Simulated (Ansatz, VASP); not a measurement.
# Sn2C: VASP beside Ansatz, part 2 of 2

Wanted: the spread between two codes on one cell, functional and k mesh. The cell is generated by rule, not measured, and may not be a known phase. The cell is taken from a series of runs on this material, whose earlier steps may have relaxed, scaled, displaced or heated it; both programs get it as it stands.

VASP 6.6.1 and Ansatz 0.2.0.

So far. Step 3 (Ansatz: single point, PBEsol, pair 1): The run ends at a pressure of -6.77 GPa. Step 5 (VASP: single point, PBEsol, pair 2): The run ends at a pressure of -0.05 GPa, with forces up to 0.19 eV/Å.

**6. Ansatz: single point, PBEsol, pair 2**

Level of this step: Ansatz beside VASP: Kohn-Sham DFT, plane waves, PBEsol (Ansatz).

The same cell, functional, mesh and smearing now go to Ansatz, which takes its cutoff from its data sets.

The cell is taken from a series of runs on this material, whose earlier steps may have relaxed, scaled, displaced or heated it; both programs get it as it stands.

The input, input.yaml:

```yaml
crystal:
  lattice:
    - [-5.0213021337, 0.0, 0.0]
    - [0.0, -5.0213021337, -5.0213021337]
    - [0.0, -5.0213021337, 5.0213021337]
  atoms:
    - { symbol: C, position: [0.0, 0.5039830306, 0.5039830306] }
    - { symbol: C, position: [0.0, -0.0039830306, -0.0039830306] }
    - { symbol: C, position: [0.5, -0.0039830306, 0.5039830306] }
    - { symbol: C, position: [0.5, 0.5039830306, -0.0039830306] }
    - { symbol: Sn, position: [0.75, 0.25, 0.4982645762] }
    - { symbol: Sn, position: [0.75, 0.75, 0.0017354238] }
    - { symbol: Sn, position: [0.25, 0.0017354238, 0.25] }
    - { symbol: Sn, position: [0.25, 0.4982645762, 0.75] }
    - { symbol: Sn, position: [0.25, 0.0017354238, 0.75] }
    - { symbol: Sn, position: [0.25, 0.4982645762, 0.25] }
    - { symbol: Sn, position: [0.75, 0.75, 0.4982645762] }
    - { symbol: Sn, position: [0.75, 0.25, 0.0017354238] }
kpoints:
  mp_grid: { grid: [8, 6, 6] }
hamiltonian:
  xc: pbesol
scf:
  occupations: { method: methfessel_paxton, width: 0.2 }
output:
  forces: true
  stress: true
  eigenvalues: true
```

Launch:

```bash
ansatz run input.yaml --threads 8 --pin off --max-ram 14336MiB --backend cpu --events-out ev --progress --plain --runs-dir out
```

Numbers of over 12 decimals in the logs are rounded to 6 here.

What it wrote:

```text
[...]
Crystal: 12 atoms, lattice volume = 253.209 Å³
Basis set: ecut = 420 eV, 4981 PW (Γ), exchange–correlation on 72×96×96 points (8 copies of the dense FFT grid, shifted against one another)
Bands: 77, of which v1, the nominal top of the filled ones, is band 64 counted from 1 (63 counted from 0)
Symmetry: 8 space group operations
[...]
k-points: 50 of 288 (time reversal used)
[...]
k-point 0: bands = [... 60 lower, 7.3933, 8.9753, 8.9878, 11.6499, 11.6993, 11.7990, 11.7990, 11.8051, ... 9 higher]
  k-point 1: bands = [... 60 lower, 7.7770, 9.0138, 9.2606, 11.0403, 11.1137, 11.2866, 11.3385, 11.4478, ... 9 higher]
  k-point 2: bands = [... 60 lower, 8.3813, 9.0251, 9.9767, 10.2014, 10.2181, 10.6342, 10.7285, 10.8659, ... 9 higher]
  k-point 49: bands = [... 60 lower, 8.9665, 8.9853, 8.9865, 8.9865, 11.6623, 11.6997, 11.6997, 11.7432, ... 9 higher]
[key lines of the parts left out:]
SCF converged after 7 iterations
Free energy (F): -48570.664859 eV
Fermi energy:    10.078016 eV
P = ⅓ Tr σ = 0.0182 GPa (0.182 kbar)
```

The run ends at a pressure of 0.02 GPa, with forces up to 0.19 eV/Å.

**7. Differences**

The two programs side by side:

| quantity | Ansatz | VASP | difference |
| --- | --- | --- | --- |
| pressure (GPa) | 0.02 | -0.05 | +0.07 |

Forces on 10 of the 12 atoms, those with the largest forces and the largest differences (eV/Å; atoms numbered as in POSCAR):

| atom | Ansatz x, y, z | VASP x, y, z |
| --- | --- | --- |
| C1 | 0.000, -0.014, 0.000 | 0.000, -0.017, 0.000 |
| C2 | 0.000, 0.014, 0.000 | 0.000, 0.017, 0.000 |
| C4 | 0.000, 0.000, -0.014 | 0.000, 0.000, -0.017 |
| Sn5 | 0.000, 0.105, -0.105 | 0.000, 0.104, -0.104 |
| Sn6 | 0.000, -0.132, 0.132 | 0.000, -0.131, 0.131 |
| Sn8 | 0.000, 0.132, 0.132 | 0.000, 0.131, 0.131 |
| Sn9 | 0.000, -0.132, -0.132 | 0.000, -0.131, -0.131 |
| Sn10 | 0.000, 0.105, 0.105 | 0.000, 0.104, 0.104 |
| Sn11 | 0.000, 0.132, -0.132 | 0.000, 0.131, -0.131 |
| Sn12 | 0.000, -0.105, 0.105 | 0.000, -0.104, 0.104 |

The forces differ by 1.3 meV/Å r.m.s., which is 1.6 % of the r.m.s. force of 0.079 eV/Å (both taken over all components).

**8. VASP: single point, PBEsol, pair 3**

With cell and atoms fixed, the geometry can't cause a difference; cores, projectors, grids and the points listed under the comparison can.

The input, INCAR:

```
SYSTEM = Sn2C
PREC = Accurate
ENCUT = 600
EDIFF = 1E-06
NELM = 120
ISMEAR = 1
SIGMA = 0.2
LREAL = .FALSE.
ALGO = Normal
GGA = PS
NBANDS = 79
LORBIT = 11
LWAVE = .FALSE.
LCHARG = .FALSE.
ISIF = 2
LASPH = .TRUE.
GGA_COMPAT = .FALSE.
KPAR = 2
```

The input, POSCAR:

```
Sn2C
1.0
   -5.0213021337      0.0000000000      0.0000000000
    0.0000000000     -5.0213021337     -5.0213021337
    0.0000000000     -5.0213021337      5.0213021337
C Sn
4 8
Direct
    0.0000000000      0.5079660612      0.5079660612
    0.0000000000      0.9920339388      0.9920339388
    0.5000000000      0.9920339388      0.5079660612
    0.5000000000      0.5079660612      0.9920339388
    0.7500000000      0.2500000000      0.4965291524
    0.7500000000      0.7500000000      0.0034708476
    0.2500000000      0.0034708476      0.2500000000
    0.2500000000      0.4965291524      0.7500000000
    0.2500000000      0.0034708476      0.7500000000
    0.2500000000      0.4965291524      0.2500000000
    0.7500000000      0.7500000000      0.4965291524
    0.7500000000      0.2500000000      0.0034708476
```

The input, KPOINTS:

```
Automatic mesh
0
Gamma
8 6 6
0 0 0
```

Potentials, in the order of the species: C and Sn_d (PBE family, release 64).

Launch:

```bash
mpirun -np 2 vasp_std
```

What it wrote:

```text
[... set-up lines as in an earlier step ...]
 entering main loop
       N       E                     dE             d eps       ncg     rms          rms(c)
DAV:   1     0.173694344527E+04    0.17369E+04   -0.62989E+04  8525   0.271E+03
DAV:   2     0.293302787670E+03   -0.14436E+04   -0.14016E+04  7900   0.794E+02
DAV:   3    -0.293202629728E+02   -0.32262E+03   -0.30853E+03  8435   0.267E+02
DAV:   4    -0.633862487440E+02   -0.34066E+02   -0.32676E+02  9440   0.839E+01
[...]
DAV:  13    -0.583652462231E+02   -0.60983E-05   -0.12160E-04 10264   0.351E-02    0.174E-02
DAV:  14    -0.583652413228E+02    0.49003E-05   -0.19177E-05  8035   0.198E-02    0.421E-03
DAV:  15    -0.583652411969E+02    0.12593E-06   -0.24916E-06  6387   0.618E-03
   1 F= -.58365241E+02 E0= -.58363906E+02  d E =-.400653E-02
```

From OUTCAR (step 8):

```text
  Total        0.4803318     -0.0217302     -0.0217302      0.0000000      0.0000000      0.0000000
  in kB        3.0392948     -0.1374976     -0.1374976      0.0000000      0.0000000      0.0000000
  external PRESSURE =       0.9214332 kB  Pullay stress =       0.0000000 kB

 POSITION                                       TOTAL-FORCE (eV/Angst)
 -----------------------------------------------------------------------------------
      0.00000     -5.10130      0.00000        -0.000000      0.000353      0.000000
      0.00000     -9.96260      0.00000         0.000000     -0.000353      0.000000
     -2.51065     -7.53195     -2.43065         0.000000      0.000000     -0.000353
     -2.51065     -7.53195      2.43065         0.000000      0.000000      0.000353
     -3.76598     -3.74855      1.23790         0.000000      0.168055     -0.168055
     -3.76598     -3.78340     -3.74855         0.000000     -0.267411      0.267411
     -1.25533     -1.27275      1.23790         0.000000     -0.168055     -0.168055
     -1.25533     -6.25920      1.27275         0.000000      0.267411      0.267411
     -1.25533     -3.78340      3.74855         0.000000     -0.267411     -0.267411
     -1.25533     -3.74855     -1.23790         0.000000      0.168055      0.168055
     -3.76598     -6.25920     -1.27275         0.000000      0.267411     -0.267411
     -3.76598     -1.27275     -1.23790         0.000000     -0.168055      0.168055
 -----------------------------------------------------------------------------------
    total drift:                               -0.000000     -0.000000     -0.000000

  FREE ENERGIE OF THE ION-ELECTRON SYSTEM (eV)
  ---------------------------------------------------
  free  energy   TOTEN  =       -58.3652411969 eV

  energy  without entropy=      -58.3612346671  energy(sigma->0) =      -58.36390569

[... 2 parts as in an earlier step ...]

[... 1 further part left out ...]
[key lines of the parts left out:]
E-fermi :   7.3912
```

The run ends at a pressure of 0.09 GPa, with forces up to 0.38 eV/Å.

**9. Ansatz: single point, PBEsol, pair 3**

The same cell, functional, mesh and smearing now go to Ansatz, which takes its cutoff from its data sets.

The cell is taken from a series of runs on this material, whose earlier steps may have relaxed, scaled, displaced or heated it; both programs get it as it stands.

The input, input.yaml:

```yaml
crystal:
  lattice:
    - [-5.0213021337, 0.0, 0.0]
    - [0.0, -5.0213021337, -5.0213021337]
    - [0.0, -5.0213021337, 5.0213021337]
  atoms:
    - { symbol: C, position: [0.0, 0.5079660612, 0.5079660612] }
    - { symbol: C, position: [0.0, -0.0079660612, -0.0079660612] }
    - { symbol: C, position: [0.5, -0.0079660612, 0.5079660612] }
    - { symbol: C, position: [0.5, 0.5079660612, -0.0079660612] }
    - { symbol: Sn, position: [0.75, 0.25, 0.4965291524] }
    - { symbol: Sn, position: [0.75, 0.75, 0.0034708476] }
    - { symbol: Sn, position: [0.25, 0.0034708476, 0.25] }
    - { symbol: Sn, position: [0.25, 0.4965291524, 0.75] }
    - { symbol: Sn, position: [0.25, 0.0034708476, 0.75] }
    - { symbol: Sn, position: [0.25, 0.4965291524, 0.25] }
    - { symbol: Sn, position: [0.75, 0.75, 0.4965291524] }
    - { symbol: Sn, position: [0.75, 0.25, 0.0034708476] }
kpoints:
  mp_grid: { grid: [8, 6, 6] }
hamiltonian:
  xc: pbesol
scf:
  occupations: { method: methfessel_paxton, width: 0.2 }
output:
  forces: true
  stress: true
  eigenvalues: true
```

Launch:

```bash
ansatz run input.yaml --threads 8 --pin off --max-ram 14336MiB --backend cpu --events-out ev --progress --plain --runs-dir out
```

What it wrote:

```text
[...]
Crystal: 12 atoms, lattice volume = 253.209 Å³
Basis set: ecut = 420 eV, 4981 PW (Γ), exchange–correlation on 72×96×96 points (8 copies of the dense FFT grid, shifted against one another)
Bands: 77, of which v1, the nominal top of the filled ones, is band 64 counted from 1 (63 counted from 0)
Symmetry: 8 space group operations
[...]
k-points: 50 of 288 (time reversal used)
[...]
k-point 0: bands = [... 60 lower, 7.4114, 8.9472, 8.9961, 11.5689, 11.7311, 11.7967, 11.7967, 11.8086, ... 9 higher]
  k-point 1: bands = [... 60 lower, 7.7963, 9.0007, 9.2525, 10.9823, 11.1019, 11.2561, 11.4010, 11.4860, ... 9 higher]
  k-point 2: bands = [... 60 lower, 8.3991, 9.0098, 9.9585, 10.1647, 10.1822, 10.6723, 10.7108, 10.9315, ... 9 higher]
  k-point 49: bands = [... 60 lower, 8.9311, 8.9670, 8.9900, 8.9900, 11.6613, 11.7270, 11.7270, 11.7990, ... 9 higher]
[key lines of the parts left out:]
SCF converged after 7 iterations
Free energy (F): -48570.689711 eV
Fermi energy:    10.079208 eV
P = ⅓ Tr σ = 0.1723 GPa (1.723 kbar)
```

The run ends at a pressure of 0.17 GPa, with forces up to 0.38 eV/Å.

**10. Comparison**

The two programs side by side:

| quantity | Ansatz | VASP | difference |
| --- | --- | --- | --- |
| pressure (GPa) | 0.17 | 0.09 | +0.08 |

Forces on 10 of the 12 atoms, those with the largest forces and the largest differences (eV/Å; atoms numbered as in POSCAR):

| atom | Ansatz x, y, z | VASP x, y, z |
| --- | --- | --- |
| C1 | 0.000, 0.007, 0.000 | 0.000, 0.000, 0.000 |
| C2 | 0.000, -0.007, 0.000 | 0.000, 0.000, 0.000 |
| C4 | 0.000, 0.000, 0.007 | 0.000, 0.000, 0.000 |
| Sn6 | 0.000, -0.269, 0.269 | 0.000, -0.267, 0.267 |
| Sn7 | 0.000, -0.169, -0.169 | 0.000, -0.168, -0.168 |
| Sn8 | 0.000, 0.269, 0.269 | 0.000, 0.267, 0.267 |
| Sn9 | 0.000, -0.269, -0.269 | 0.000, -0.267, -0.267 |
| Sn10 | 0.000, 0.169, 0.169 | 0.000, 0.168, 0.168 |
| Sn11 | 0.000, 0.269, -0.269 | 0.000, 0.267, -0.267 |
| Sn12 | 0.000, -0.169, 0.169 | 0.000, -0.168, 0.168 |

The forces differ by 2.4 meV/Å r.m.s., which is 1.6 % of the r.m.s. force of 0.149 eV/Å (both taken over all components).

**11. Outcome**

| Item | Value |
| --- | --- |
| difference in pressure (single point, PBEsol, pair 1) | 0.011 GPa |
| r.m.s. force difference (single point, PBEsol, pair 2) | 1.3 meV/Å |
| r.m.s. force difference (single point, PBEsol, pair 3) | 2.4 meV/Å |

What this shows: The r.m.s. force difference is 2.4 meV/Å (single point, PBEsol, pair 3), within the 12 meV/Å picked in this series as the mark of a large difference. 1 further run of this series is not shown here. How closely two codes agree says nothing of how well the functional describes the real material.

[Lines on the potential files, build, host, timing and source positions are cut from VASP's logs without a mark.]

[Logs are printed without paths, hosts, clocks, repeated set-up lines and the standing remarks that a program may print on its own settings, such as how far it seeks lower states.]

[Hosts, paths, dates, database ids (printed as entryN), source tags and the programs' standing remarks are cut or masked in the printed files.]
